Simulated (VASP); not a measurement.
# CuC23 (a cell with a defect) in VASP: a series of runs

One crystal, CuC23 (a cell with a defect), is run at these levels: PBEsol+U; tasks: single point.

All numbers are computed with VASP 6.6.1; they aren't measurements. Logs are shortened: lines on timing, memory, paths and dates and some standing lists are left out, and cuts for length are marked.

## (1) The crystal as given

The cell holds a defect, 24 atoms: a = 7.566 Å, b = 5.044 Å, c = 5.044 Å, α = 60.00°, β = 60.00°, γ = 60.00°.

## (2) Single point, PBEsol+U, collinear spin, ferromagnetic start

INCAR

```
SYSTEM = CuC23
PREC = Accurate
ENCUT = 450
EDIFF = 1E-5
ISMEAR = 0
SIGMA = 0.03
LREAL = Auto
LASPH = .True.
NELM = 120
ALGO = Normal
ISIF = 2
LWAVE = .False.
LCHARG = .False.
ISPIN = 2
MAGMOM = 1 0 0 0 0 0 0 0 0 0 0 0 0 0 0 0 0 0 0 0 0 0 0 0
LORBIT = 11
LMAXMIX = 4
LDAU = .True.
LDAUTYPE = 2
LDAUL = 2 -1
LDAUU = 5 0
LDAUJ = 0 0
LDAUPRINT = 1
GGA = PS
KPAR = 4
```

KPOINTS

```
Automatic mesh
0
Gamma
  3 4 4
  0 0 0
```

POSCAR

```
CuC23
1.0
    0.0000000000      5.3503200000      5.3503200000
    3.5668800000      0.0000000000      3.5668800000
    3.5668800000      3.5668800000      0.0000000000
Cu C
1 23
Direct
    0.0000000000      0.0000000000      0.0000000000
    0.0000000000      0.0000000000      0.5000000000
    0.0000000000      0.5000000000      0.0000000000
    0.0000000000      0.5000000000      0.5000000000
    0.3333330000      0.0000000000      0.0000000000
    0.3333330000      0.0000000000      0.5000000000
    0.3333330000      0.5000000000      0.0000000000
    0.3333330000      0.5000000000      0.5000000000
    0.6666670000      0.0000000000      0.0000000000
    0.6666670000      0.0000000000      0.5000000000
    0.6666670000      0.5000000000      0.0000000000
    0.6666670000      0.5000000000      0.5000000000
    0.0833333333      0.1250000000      0.1250000000
    0.0833333333      0.1250000000      0.6250000000
    0.0833333333      0.6250000000      0.1250000000
    0.0833333333      0.6250000000      0.6250000000
    0.4166663333      0.1250000000      0.1250000000
    0.4166663333      0.1250000000      0.6250000000
    0.4166663333      0.6250000000      0.1250000000
    0.4166663333      0.6250000000      0.6250000000
    0.7500003333      0.1250000000      0.1250000000
    0.7500003333      0.1250000000      0.6250000000
    0.7500003333      0.6250000000      0.1250000000
    0.7500003333      0.6250000000      0.6250000000
```

Potentials or basis: VASP PAW PBE potentials, release 64 (Cu, C).

Command:

```sh
$ cat potpaw_PBE.64/Cu/POTCAR potpaw_PBE.64/C/POTCAR > POTCAR
$ mpirun -np 4 vasp_std > vasp.out
```

OUTCAR:

```text
SYSTEM = CuC23
   PREC = Accurate
   ENCUT = 450
   EDIFF = 1E-5
   ISMEAR = 0
   LREAL = Auto
   LASPH = .True.
   NELM = 120
   ISIF = 2
   ISPIN = 2
   LORBIT = 11
   GGA = PS

 ion  position               nearest neighbor table
   1  0.000  0.000  0.000-  21 1.54  13 1.54  15 1.54  14 1.54
   2  0.000  0.000  0.500-  22 1.54  14 1.54  16 1.54  13 1.54
   3  0.000  0.500  0.000-  23 1.54  15 1.54  16 1.54  13 1.54
   4  0.000  0.500  0.500-  24 1.54  16 1.54  14 1.54  15 1.54
   5  0.333  0.000  0.000-  13 1.54  17 1.54  18 1.54  19 1.54
   6  0.333  0.000  0.500-  14 1.54  18 1.54  17 1.54  20 1.54
[... 16 lines left out ...]
  23  0.750  0.625  0.125-   3 1.54  11 1.54   9 1.54  12 1.54
  24  0.750  0.625  0.625-   4 1.54  12 1.54  11 1.54  10 1.54

  LATTYP: Found a face centered orthorhombic cell.
 ALAT       =     5.0443300714
 B/A-ratio  =     1.7320508076
 C/A-ratio  =     2.4494897428

  Lattice vectors:

 A1 = (   0.0000000000,   5.3503200000,   5.3503200000)
 A2 = (  -3.5668800000,   1.7834400000,   5.3503200000)
 A3 = (   3.5668800000,  -0.0000000000,   3.5668800000)

Analysis of symmetry for initial positions (statically):
=====================================================================
 Subroutine PRICEL returns:
 Original cell was already a primitive cell.

 Routine SETGRP: Setting up the symmetry group for a
 face centered orthorhombic supercell.

 Subroutine GETGRP returns: Found  2 space group operations
 (whereof  2 operations were pure point group operations)
 out of a pool of  8 trial point group operations.

The static configuration has the point symmetry C_1h.

Analysis of symmetry for dynamics (positions and initial velocities):
=====================================================================
 Subroutine PRICEL returns:
 Original cell was already a primitive cell.

 Routine SETGRP: Setting up the symmetry group for a
 face centered orthorhombic supercell.

 Subroutine GETGRP returns: Found  2 space group operations
 (whereof  2 operations were pure point group operations)
 out of a pool of  8 trial point group operations.

The dynamic configuration has the point symmetry C_1h.

Analysis of structural, dynamic, and magnetic symmetry:
=====================================================================
 Subroutine PRICEL returns:
 Original cell was already a primitive cell.

 Routine SETGRP: Setting up the symmetry group for a
 face centered orthorhombic supercell.

 Subroutine GETGRP returns: Found  2 space group operations
 (whereof  2 operations were pure point group operations)
 out of a pool of  8 trial point group operations.

The overall configuration has the point symmetry C_1h.

 Subroutine INISYM returns: Found  2 space group operations
 (whereof  2 operations are pure point group operations),
 and found     1 'primitive' translations

----------------------------------------------------------------------------------------

                                     Primitive cell

  volume of cell :     136.1403

  direct lattice vectors                    reciprocal lattice vectors
     0.000000000  5.350320000  5.350320000    -0.093452354  0.093452354  0.093452354
     3.566880000  0.000000000  3.566880000     0.140178531 -0.140178531  0.140178531
     3.566880000  3.566880000  0.000000000     0.140178531  0.140178531 -0.140178531

  length of vectors
     7.566495107  5.044330071  5.044330071     0.161864226  0.242796338  0.242796338

  position of ions in fractional coordinates (direct lattice)
     0.000000000  0.000000000  0.000000000
     0.000000000  0.000000000  0.500000000
     0.000000000  0.500000000  0.000000000
     0.000000000  0.500000000  0.500000000
     0.333333000  0.000000000  0.000000000
     0.333333000  0.000000000  0.500000000
[... 162 lines left out ...]
   AEXX    =    0.0000 exact exchange contribution
   IVDW    =     0    specifies the selected vdW correction
   LEPSILON=     F    determine dielectric tensor
   LRPA    =     F    only Hartree local field effects (RPA)
 spin polarized calculation
 Gauss-broadening in eV      SIGMA  =   0.03
  energy-cutoff  :      450.00
  volume of cell :      136.14
 maximum number of plane-waves:      2968
 NGX is ok and might be reduce to    54
   NGX = 27   NGY = 17   NGZ = 17

atom =   1  type =  1  l = 2

 onsite density matrix

spin component  1

  0.9655 -0.0031 -0.0004  0.0037 -0.0001
 -0.0031  0.9674  0.0000 -0.0031 -0.0000
 -0.0004  0.0000  0.9800  0.0003  0.0000
  0.0037 -0.0031  0.0003  0.9655  0.0003
 -0.0001 -0.0000  0.0000  0.0003  0.9799

spin component  2

  0.9650 -0.0030 -0.0004  0.0032 -0.0001
 -0.0030  0.9661  0.0000 -0.0030 -0.0001
 -0.0004  0.0000  0.9799  0.0003  0.0000
  0.0032 -0.0030  0.0003  0.9650  0.0003
 -0.0001 -0.0001  0.0000  0.0003  0.9799

 occupancies and eigenvectors

  o =  0.9617  v =  0.0000  0.0000  0.0000  0.0000  0.0000  0.7068 -0.0000  0.0266 -0.7068  0.0154      0.0000  0.0000  0.0000  0.0000  0.0000  0.0000  0.0000  0.0000  0.0000  0.0000
  o =  0.9617  v =  0.7068 -0.0000  0.0266 -0.7068  0.0153  0.0000  0.0000  0.0000  0.0000  0.0000      0.0000  0.0000  0.0000  0.0000  0.0000  0.0000  0.0000  0.0000  0.0000  0.0000
  o =  0.9628  v =  0.0000  0.0000  0.0000  0.0000  0.0000 -0.4381 -0.7850 -0.0016 -0.4381  0.0029      0.0000  0.0000  0.0000  0.0000  0.0000  0.0000  0.0000  0.0000  0.0000  0.0000
  o =  0.9638  v = -0.4466 -0.7753 -0.0037 -0.4466  0.0063  0.0000  0.0000  0.0000  0.0000  0.0000      0.0000  0.0000  0.0000  0.0000  0.0000  0.0000  0.0000  0.0000  0.0000  0.0000
  o =  0.9716  v =  0.0000  0.0000  0.0000  0.0000  0.0000 -0.5548  0.6194 -0.0128 -0.5548  0.0221      0.0000  0.0000  0.0000  0.0000  0.0000  0.0000  0.0000  0.0000  0.0000  0.0000
  o =  0.9728  v = -0.5480  0.6316 -0.0113 -0.5480  0.0196  0.0000  0.0000  0.0000  0.0000  0.0000      0.0000  0.0000  0.0000  0.0000  0.0000  0.0000  0.0000  0.0000  0.0000  0.0000
  o =  0.9798  v =  0.0000  0.0000  0.0000  0.0000  0.0000 -0.0156  0.0132  0.4998 -0.0156 -0.8657      0.0000  0.0000  0.0000  0.0000  0.0000  0.0000  0.0000  0.0000  0.0000  0.0000
  o =  0.9799  v = -0.0157  0.0086  0.4999 -0.0157 -0.8658  0.0000  0.0000  0.0000  0.0000  0.0000      0.0000  0.0000  0.0000  0.0000  0.0000  0.0000  0.0000  0.0000  0.0000  0.0000
  o =  0.9799  v =  0.0000  0.0000  0.0000  0.0000  0.0000  0.0217 -0.0000 -0.8656 -0.0217 -0.4998      0.0000  0.0000  0.0000  0.0000  0.0000  0.0000  0.0000  0.0000  0.0000  0.0000
  o =  0.9800  v =  0.0217 -0.0000 -0.8656 -0.0217 -0.4998  0.0000  0.0000  0.0000  0.0000  0.0000      0.0000  0.0000  0.0000  0.0000  0.0000  0.0000  0.0000  0.0000  0.0000  0.0000

 number of electron     103.0000033 magnetization       0.0160529

 Free energy of the ion-electron system (eV)
  ---------------------------------------------------
  ext. energy  EPLUGINS =         0.00000000
  ---------------------------------------------------
  free energy    TOTEN  =      -210.38248006 eV

  energy without entropy =     -210.38058782  energy(sigma->0) =     -210.38153394

 E-fermi :  11.1445     XC(G=0): -13.6292

 val. band max:       11.1285132572   @ k =   0.3333  -0.2500   0.2500
 cond. band min:      11.1523298211   @ k =  -0.3333   0.2500   0.2500
 fundamental gap:      0.0238165640
 Fermi energy:        11.1444993227

 spin component 1

 k-point     1 :       0.0000    0.0000    0.0000
  band No.  band energies     occupation
      1     -11.3281      1.00000
      2      -8.4010      1.00000
      3      -8.2402      1.00000
      4      -5.8466      1.00000
      5      -5.8138      1.00000
      6      -5.6633      1.00000
[... 1111 lines left out ...]
     62      18.3630      0.00000
     63      18.3788      0.00000
 Fermi energy:        11.1444993227

 spin component 2

 k-point     1 :       0.0000    0.0000    0.0000
  band No.  band energies     occupation
      1     -11.3274      1.00000
      2      -8.4003      1.00000
      3      -8.2392      1.00000
      4      -5.8454      1.00000
      5      -5.8130      1.00000
      6      -5.6627      1.00000
[... 1111 lines left out ...]
     62      18.3636      0.00000
     63      18.3798      0.00000
 [bands above 63 left out]

------------------------ aborting loop because EDIFF is reached ----------------------------------------

  FORCE on cell =-STRESS in cart. coord.  units (eV):
  Direction    XX          YY          ZZ          XY          YZ          ZX
  --------------------------------------------------------------------------------------
  -------------------------------------------------------------------------------------
  Total       26.8998397     26.3803307     26.3803307     -1.3808798      0.9042528     -1.3808798
  in kB      316.5727466    310.4588664    310.4588664    -16.2509855     10.6417653    -16.2509855
  external PRESSURE =     312.4968265 kB  Pullay stress =       0.0000000 kB

 VOLUME and BASIS-vectors are now :
 -----------------------------------------------------------------------------
  energy-cutoff  :      450.00
  volume of cell :      136.14
      direct lattice vectors                 reciprocal lattice vectors
     0.000000000  5.350320000  5.350320000    -0.093452354  0.093452354  0.093452354
     3.566880000  0.000000000  3.566880000     0.140178531 -0.140178531  0.140178531
     3.566880000  3.566880000  0.000000000     0.140178531  0.140178531 -0.140178531

 POSITION                                       TOTAL-FORCE (eV/Angst)
 -----------------------------------------------------------------------------------
      0.00000      0.00000      0.00000        -0.102235      0.146158      0.146158
      1.78344      1.78344      0.00000         0.093435      0.017052     -0.248106
      1.78344      0.00000      1.78344         0.093435     -0.248106      0.017052
      3.56688      1.78344      1.78344         0.246937     -0.021843     -0.021843
      0.00000      1.78344      1.78344         0.075870      0.030696      0.030696
      1.78344      3.56688      1.78344        -0.120041     -0.056051      0.140196
[... 16 lines left out ...]
      2.67516      4.45860      6.24204         0.078015     -0.076700     -0.073484
      4.45860      6.24204      6.24204         0.101631     -0.103402     -0.103402
 -----------------------------------------------------------------------------------
    total drift:                               -0.000184     -0.000564     -0.000562

  FREE ENERGIE OF THE ION-ELECTRON SYSTEM (eV)
  ---------------------------------------------------
  free  energy   TOTEN  =      -210.3824800582 eV

  energy  without entropy=     -210.3805878151  energy(sigma->0) =     -210.38153394

 total charge

# of ion       s       p       d       tot
------------------------------------------
    1        1.024   1.587   9.666  12.277
    2        0.834   1.719   0.000   2.554
    3        0.834   1.719   0.000   2.554
    4        0.834   1.719   0.000   2.553
    5        0.832   1.729   0.000   2.561
    6        0.829   1.733   0.000   2.563
[... 16 lines left out ...]
   23        0.828   1.741   0.000   2.569
   24        0.828   1.741   0.000   2.569
--------------------------------------------------
tot         20.310  41.608   9.666  71.584

 magnetization (x)

# of ion       s       p       d       tot
------------------------------------------
    1        0.000   0.003   0.002   0.005
    2        0.000   0.000   0.000   0.000
    3        0.000   0.000   0.000   0.000
    4        0.000  -0.000   0.000  -0.000
    5        0.000   0.000   0.000   0.000
    6        0.000   0.000   0.000   0.000
[... 16 lines left out ...]
   23        0.000   0.000   0.000   0.000
   24        0.000   0.000   0.000   0.000
--------------------------------------------------
tot          0.001   0.007   0.002   0.010
```

Run time: 5.3 min. Hardware: 4 MPI ranks of Intel Xeon Platinum 8375C at 2.90GHz (Ice Lake), shared host; peak memory 0.4 GiB.

What came out:

```
Free energy                                           : -210.3825 eV
Largest force                                         : 13.564 eV/Å
Band gap on the k mesh                                : none (metal or under the smearing width)
Net moment                                            : 0.02 μB per cell
Valence electrons inside the program's atomic spheres : Cu 12.28; C 2.55, 2.56, 2.57, 2.65, 2.67
```

Forces in eV/Å, atoms in the order of the input:
```
Cu  -0.102  0.146  0.146
C    0.093  0.017 -0.248
C    0.093 -0.248  0.017
C    0.247 -0.022 -0.022
C    0.076  0.031  0.031
C   -0.120 -0.056  0.140
C   -0.120  0.140 -0.056
C   -0.027 -0.003 -0.003
C   -0.043  0.257  0.257
C   -0.068 -0.046  0.074
C   -0.068  0.074 -0.046
C   -0.042  0.021  0.021
C    7.082  7.499  7.499
C   -7.565 -7.178  7.518
C   -7.565  7.518 -7.178
C   -0.089  0.078  0.078
C   -0.033  0.029  0.029
C    0.170 -0.093 -0.064
C    0.170 -0.064 -0.093
C   -0.118  0.014  0.014
C    7.771 -7.861 -7.861
C    0.078 -0.073 -0.077
C    0.078 -0.077 -0.073
C    0.102 -0.103 -0.103
```

Eigenvalues of the final occupation matrices:
```csv
site,spin,trace,eigenvalues
site 1 d,1,4.86,0.96 0.96 0.97 0.98 0.98
site 1 d,2,4.86,0.96 0.96 0.97 0.98 0.98
```

Caveat: the k mesh is coarse (spacing up to 0.38 Å⁻¹), so the values aren't converged; the cutoff is under 1.25 times the usual one of these potentials, so pressure, stress and relaxed cells hold a basis-set (Pulay) error; a pressure of tens of GPa on the cell as given is suspect, and the run, the potentials or the cell itself is likely at fault; the PAW data sets were made with another functional, which shifts forces and pressure a little; the U is typed as a test and isn't derived for this compound. The state reached can hang on the start; a lower one may exist.

## (3) Single point, PBEsol+U, collinear spin, ferromagnetic start

INCAR, as its differences from that of step 2:

```diff
@@ -9,3 +9,3 @@
 NELM = 120
-ALGO = Normal
+ALGO = All
 ISIF = 2
@@ -14,3 +14,3 @@
 ISPIN = 2
-MAGMOM = 1 0 0 0 0 0 0 0 0 0 0 0 0 0 0 0 0 0 0 0 0 0 0 0
+MAGMOM = 3 0 0 0 0 0 0 0 0 0 0 0 0 0 0 0 0 0 0 0 0 0 0 0
 LORBIT = 11
@@ -24,2 +24,3 @@
 GGA = PS
+ISYM = 0
 KPAR = 4
```

KPOINTS is that of step 2.

POSCAR is that of step 2.

Potentials or basis: VASP PAW PBE potentials, release 64 (Cu, C).

Command:

```sh
$ cat potpaw_PBE.64/Cu/POTCAR potpaw_PBE.64/C/POTCAR > POTCAR
$ mpirun -np 4 vasp_std > vasp.out
```

Wall time 8 min (4 MPI ranks of Intel Xeon Platinum 8375C at 2.90GHz (Ice Lake), shared host); peak memory 0.77 GiB.

Results (log left out):

```
Free energy                                           : -210.3825 eV
Largest force                                         : 13.556 eV/Å
Band gap on the k mesh                                : none (metal or under the smearing width)
Net moment                                            : -0.01 μB per cell
Valence electrons inside the program's atomic spheres : Cu 12.28; C 2.55, 2.56, 2.57, 2.65, 2.67
```

Forces on the atoms (eV/Å):
```
Cu  -0.103  0.150  0.150
C    0.094  0.015 -0.248
C    0.094 -0.248  0.015
C    0.248 -0.022 -0.022
C    0.079  0.031  0.031
C   -0.121 -0.059  0.143
C   -0.121  0.143 -0.059
C   -0.026 -0.005 -0.005
C   -0.044  0.257  0.257
C   -0.069 -0.043  0.075
C   -0.069  0.075 -0.043
C   -0.044  0.023  0.023
C    7.083  7.494  7.494
C   -7.560 -7.180  7.513
C   -7.560  7.513 -7.180
C   -0.089  0.076  0.076
C   -0.031  0.027  0.027
C    0.171 -0.094 -0.063
C    0.171 -0.063 -0.094
C   -0.120  0.014  0.014
C    7.767 -7.856 -7.856
C    0.076 -0.072 -0.074
C    0.076 -0.074 -0.072
C    0.100 -0.102 -0.102
```

Levels at points of the mesh, in eV from the Fermi level:
Spin up:
```tsv
k point	band 48	band 49	band 50	band 51	band 52	band 53	band 54	band 55
(0.00, 0.00, 0.00)	-2.55	-1.98	-1.94	0.89	1.58	1.70	3.80	3.90
(0.00, 0.50, 0.00)	-3.81	-2.79	-2.78	-1.68	0.19	0.54	3.84	3.98
(0.00, 0.00, 0.50)	-3.81	-2.79	-2.78	-1.68	0.19	0.54	3.84	3.98
(0.00, 0.50, 0.50)	-3.92	-3.83	-2.67	-1.58	-0.10	0.56	3.46	3.69
```
Spin down:
```csv
k point,band 48,band 49,band 50,band 51,band 52,band 53,band 54,band 55
"(0.00, 0.00, 0.00)",-2.55,-1.98,-1.94,0.89,1.58,1.69,3.80,3.90
"(0.00, 0.50, 0.00)",-3.81,-2.79,-2.78,-1.68,0.18,0.54,3.83,3.98
"(0.00, 0.00, 0.50)",-3.81,-2.79,-2.78,-1.68,0.18,0.54,3.83,3.98
"(0.00, 0.50, 0.50)",-3.92,-3.83,-2.67,-1.58,-0.10,0.56,3.46,3.69
```

Eigenvalues of the final occupation matrices:
| site | spin | trace | eigenvalues |
| --- | --- | --- | --- |
| site 1 d | 1 | 4.86 | 0.96 0.96 0.97 0.98 0.98 |
| site 1 d | 2 | 4.86 | 0.96 0.96 0.97 0.98 0.98 |

Caveat: the k mesh is coarse (spacing up to 0.38 Å⁻¹), so the values aren't converged; the cutoff is under 1.25 times the usual one of these potentials, so pressure, stress and relaxed cells hold a basis-set (Pulay) error; a pressure of tens of GPa on the cell as given is suspect, and the run, the potentials or the cell itself is likely at fault; the PAW data sets were made with another functional, which shifts forces and pressure a little; the U is typed as a test and isn't derived for this compound.
